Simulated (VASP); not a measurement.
Data:

```yaml
crystal:
  lattice:
    - [0.00000, 3.11732, 3.11732]
    - [3.11732, 0.00000, 3.11732]
    - [3.11732, 3.11732, 0.00000]
  atoms:
    - { symbol: Sn, position: [0.00000, 0.00000, 0.00000] }
    - { symbol: Te, position: [0.50000, 0.50000, 0.50000] }
```

Computed with LDA (Ceperley-Alder, Perdew-Zunger), VASP's LDA PAW potentials (set 64) (plane waves; VASP). Numerical set-up: 500 eV cut-off, 7×7×7 Γ-centred mesh, Gaussian smearing of 0.050 eV, potentials Sn_d Te.

Q: What does the run give for the energy per atom (σ→0)?

A: 
The energy per atom (σ→0) comes out as -4419 meV/atom.

The absolute energy has meaning only against runs of the same code, potentials and settings.

The compound is SnTe in the rock salt structure, which distorts at low temperature. It was relaxed first.
